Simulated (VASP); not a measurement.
These are LDA (Ceperley-Alder, Perdew-Zunger), VASP's LDA PAW potentials (set 64) (plane waves; VASP 6.6.1) values and carry that method's errors.

VASP ran on this input.

**POSCAR**
```
MnB
1
    5.0487840000     0.0000000000     0.0000000000
   -2.5243910000     4.3723750000     0.0000000000
    0.0000000000     0.0000000000     4.0739350000
Mn B
3 3
Direct
  0.5000000000   0.0000000000   0.0000000000
  0.5000000000   0.5000000000   0.0000000000
  0.0000000000   0.5000000000   0.0000000000
  0.0000000000   0.0000000000   0.0000000000
  0.3333330000   0.6666670000   0.5000000000
  0.6666670000   0.3333330000   0.5000000000
```

### INCAR
```
ALGO = Normal
EDIFF = 1E-6
ENCUT = 400
ISIF = 2
ISMEAR = -1
ISPIN = 2
LASPH = .TRUE.
LCHARG = .FALSE.
LMAXMIX = 4
LORBIT = 11
LREAL = .FALSE.
LWAVE = .FALSE.
MAGMOM = 4.0 4.0 4.0 0.0 0.0 0.0
NELM = 100
PREC = Accurate
SIGMA = 0.1
SYSTEM = MnB
```

KPOINTS:
```
Automatic mesh
0
Gamma
3 3 4
0 0 0
```

POTCAR, in this order: Mn_pv B (LDA.64 set). Program: vasp_std.

What VASP printed:

### OSZICAR
```
       N       E                     dE             d eps       ncg     rms          rms(c)
DAV:   1     0.444749417117E+03    0.44475E+03   -0.24362E+04  1336   0.134E+03
DAV:   2    -0.170658032572E+02   -0.46182E+03   -0.44411E+03  1238   0.403E+02
DAV:   3    -0.488288974978E+02   -0.31763E+02   -0.30632E+02  1500   0.112E+02
DAV:   4    -0.499348562118E+02   -0.11060E+01   -0.10912E+01  1512   0.185E+01
DAV:   5    -0.499553504821E+02   -0.20494E-01   -0.20462E-01  1470   0.280E+00    0.321E+01
DAV:   6    -0.654841268370E+02   -0.15529E+02   -0.21546E+02  1534   0.957E+01    0.467E+01
DAV:   7    -0.441094875963E+02    0.21375E+02   -0.86258E+01  1506   0.676E+01    0.662E+00
DAV:   8    -0.442965864970E+02   -0.18710E+00   -0.44755E+00  1286   0.920E+00    0.361E+00
DAV:   9    -0.441606914165E+02    0.13590E+00   -0.38874E-01  1410   0.449E+00    0.188E+00
DAV:  10    -0.441473991977E+02    0.13292E-01   -0.40451E-02  1500   0.111E+00    0.836E-01
DAV:  11    -0.441471151381E+02    0.28406E-03   -0.96561E-03  1492   0.526E-01    0.566E-01
DAV:  12    -0.441493225339E+02   -0.22074E-02   -0.30025E-03  1658   0.343E-01    0.452E-01
DAV:  13    -0.441517411927E+02   -0.24187E-02   -0.52343E-03  1708   0.454E-01    0.370E-01
DAV:  14    -0.441528301349E+02   -0.10889E-02   -0.32645E-03  1634   0.331E-01    0.219E-01
DAV:  15    -0.441529538055E+02   -0.12367E-03   -0.24939E-03  1666   0.286E-01    0.945E-02
DAV:  16    -0.441529792435E+02   -0.25438E-04   -0.18000E-04  1296   0.917E-02    0.452E-02
DAV:  17    -0.441529928955E+02   -0.13652E-04   -0.68935E-05  1550   0.479E-02    0.144E-02
DAV:  18    -0.441529934443E+02   -0.54881E-06   -0.14300E-05  1366   0.190E-02    0.428E-03
DAV:  19    -0.441529935261E+02   -0.81855E-07   -0.15949E-06   904   0.775E-03
   1 F= -.44152994E+02 E0= -.44012313E+02  d E =-.281360E+00  mag=     5.2925
```

OUTCAR:
```
------------------------ aborting loop because EDIFF is reached ----------------------------------------
  FORCE on cell =-STRESS in cart. coord.  units (eV):
  Direction    XX          YY          ZZ          XY          YZ          ZX
  --------------------------------------------------------------------------------------
  Total      -20.6523353    -20.6523334    -25.6779503     -0.0000047      0.0000000      0.0000000
  in kB     -367.9268321   -367.9267980   -457.4594964     -0.0000841      0.0000000      0.0000000
  external PRESSURE =    -397.7710422 kB  Pullay stress =       0.0000000 kB
  volume of cell :       89.93
      direct lattice vectors                 reciprocal lattice vectors
     5.048784000  0.000000000  0.000000000     0.198067495  0.114354282  0.000000000
    -2.524391000  4.372375000  0.000000000     0.000000000  0.228708654  0.000000000
     0.000000000  0.000000000  4.073935000     0.000000000  0.000000000  0.245462925
 POSITION                                       TOTAL-FORCE (eV/Angst)
 -----------------------------------------------------------------------------------
      2.52439      0.00000      0.00000        -0.000000      0.000000      0.000000
      1.26220      2.18619      0.00000        -0.000000      0.000000      0.000000
     -1.26220      2.18619      0.00000        -0.000000      0.000000      0.000000
      0.00000      0.00000      0.00000        -0.000000      0.000000      0.000000
     -0.00000      2.91492      2.03697        -0.000000      0.000000     -0.000000
      2.52439      1.45746      2.03697         0.000000      0.000000      0.000000
 -----------------------------------------------------------------------------------
    total drift:                                0.000000      0.000000     -0.000000
  FREE ENERGIE OF THE ION-ELECTRON SYSTEM (eV)
  ---------------------------------------------------
  free  energy   TOTEN  =       -44.1529935261 eV

  energy  without entropy=      -43.8716334193  energy(sigma->0) =      -44.01231347

 total charge

# of ion       s       p       d       tot
------------------------------------------
    1        0.307   6.263   5.022  11.592
    2        0.307   6.263   5.022  11.592
    3        0.307   6.263   5.022  11.592
    4        0.704   0.720   0.000   1.424
    5        0.695   0.731   0.000   1.426
    6        0.695   0.731   0.000   1.426
--------------------------------------------------
tot          3.016  20.971  15.065  39.052

 magnetization (x)

# of ion       s       p       d       tot
------------------------------------------
    1        0.006   0.004   1.904   1.914
    2        0.006   0.004   1.904   1.914
    3        0.006   0.004   1.904   1.914
    4       -0.028  -0.115   0.000  -0.143
    5       -0.019  -0.095   0.000  -0.113
    6       -0.019  -0.095   0.000  -0.113
--------------------------------------------------
tot         -0.049  -0.292   5.713   5.372
```
(Selected blocks of OUTCAR.)

OUTCAR:
```
 val. band max:        3.3972385392   @ k =   0.3333   0.0000   0.0000

 cond. band min:       3.4254189496   @ k =   0.3333   0.0000   0.2500


 Fermi energy:         3.4204111835

 spin component 1

 k-point     1 :       0.0000    0.0000    0.0000
  band No.  band energies     occupation
      1     -44.9709      1.00000
      2     -44.8647      1.00000
      3     -44.8646      1.00000
      4     -44.8480      1.00000
      5     -44.7966      1.00000
      6     -44.7966      1.00000
      7     -44.6623      1.00000
      8     -44.5438      1.00000
      9     -44.5437      1.00000
     10      -5.0846      1.00000
     11      -1.9002      1.00000
     12      -0.1756      1.00000
     13      -0.0836      1.00000
     14       0.1141      1.00000
     15       0.5676      1.00000
     16       0.5676      1.00000
     17       1.4436      1.00000
     18       1.4436      1.00000
     19       1.7719      1.00000
     20       1.7719      1.00000
     21       2.4343      0.99995
     22       2.6509      0.99955
     23       2.6509      0.99955
     24       3.1049      0.95910
     25       3.2046      0.89641
     26       3.2046      0.89639
     27       3.2997      0.76971
     28       3.2998      0.76968
     29       4.6046      0.00001
     30       4.6219      0.00001
     31       5.7873      0.00000
     32       5.7873      0.00000
     33       6.6956      0.00000
     34       7.5109      0.00000

 k-point     2 :       0.3333    0.0000    0.0000
  band No.  band energies     occupation
      1     -44.9086      1.00000
      2     -44.8370      1.00000
      3     -44.8305      1.00000
      4     -44.8101      1.00000
      5     -44.8072      1.00000
      6     -44.7961      1.00000
      7     -44.7031      1.00000
      8     -44.6425      1.00000
      9     -44.5575      1.00000
     10      -4.3412      1.00000
     11      -2.3008      1.00000
     12      -1.4520      1.00000
...
```

At this cut-off the stress carries a Pulay error, which pulls relaxed volumes low. The moments were started parallel, and other spin orders were not tried in this run.

The structure was generated: MnB was put into an ordered model structure, which need not be its known phase. The cell was not relaxed at this level. The k-mesh is coarse (spacing up to 0.48 per Å, 2π included), so the numbers may not be converged in it. The run is one of a series of settings (GGA removed, POTCAR Mn_pv B (LDA.64 set) against the base run), some of them coarse on purpose.
